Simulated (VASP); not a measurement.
Here is a VASP 6.6.1 calculation.

The input INCAR:

```
SYSTEM = AsPb2Cl2O3
ALGO = Fast ; EDIFF = 1E-7
ENCUT = 520 ; GGA = PE
ISIF = 2 ; ISMEAR = 1
LASPH = .TRUE. ; LCHARG = .FALSE.
LREAL = Auto ; LWAVE = .FALSE.
NBANDS = 79 ; NELM = 100
PREC = Accurate ; SIGMA = 0.15
```

The input KPOINTS:

```
k-points
0
G
  2 2 2
  0 0 0
```

The input POSCAR:

```
AsPb2Cl2O3
1.0
    6.8802670000      0.3227100000      0.0046930000
   -1.0761070000      6.8150770000     -0.2237480000
   -0.4061870000      0.5861310000      7.0636680000
Pb As O Cl
4 2 6 4
Direct
    0.1510384332      0.7278184993      0.3780848860
    0.9927467540      0.9018275626      0.7521653273
    0.9833765759      0.3864424667      0.7085060825
    0.3284936761      0.6631264796      0.9641868223
    0.6976644630      0.4209460192      0.0265045994
    0.8162888005      0.0788305551      0.3792755174
    0.2816450083      0.1190331914      0.4894332064
    0.6565162103      0.3000186068      0.4768264212
    0.0153305562      0.4253259468      0.1229632938
    0.6129480483      0.6305109944      0.6980428594
    0.3227190814      0.3607275856      0.3012330924
    0.2830244593      0.0688188880      0.9574022809
    0.5597242748      0.6397602834      0.3692140256
    0.5728785928      0.9755318395      0.7059680295
    0.3986017749      0.3340331017      0.7519819165
    0.7409423708      0.8354266666      0.0672740853
```

Potentials or basis: VASP PAW PBE potentials, release 64 (Pb_d, As, O, Cl).

Run with:

```sh
$ cat potpaw_PBE.64/Pb_d/POTCAR potpaw_PBE.64/As/POTCAR potpaw_PBE.64/O/POTCAR potpaw_PBE.64/Cl/POTCAR > POTCAR
$ mpirun -np 1 vasp_std > vasp.out
```

Q: What does it give for the band gap on the k mesh?

A: None (metal or under the smearing width).

Q: Predict the largest force.

A: 4.945 eV/Å.

Q: What does it give for the pressure?

A: -4.2 GPa.

Forces on the atoms (eV/Å):
```
Pb   0.865 -0.178 -0.703
Pb   0.188  0.998  0.646
Pb  -1.032 -0.477 -0.186
Pb   0.730  0.253  0.290
As   2.061  0.626  0.419
As  -2.720  2.850  1.095
O   -1.139  0.372 -1.885
O    4.074 -2.483 -1.299
O   -2.343  0.527 -1.262
O    0.296 -0.832  1.989
O   -0.402 -1.004  1.648
O   -1.232 -0.982 -0.993
Cl  -1.203  0.179  0.001
Cl   0.274 -0.415 -0.961
Cl   0.353  0.166  1.128
Cl   1.230  0.401  0.072
```

Caveat: the k mesh is coarse (spacing up to 0.46 Å⁻¹), so the values aren't converged. Spin-orbit coupling is left out, which matters for the levels of Pb.
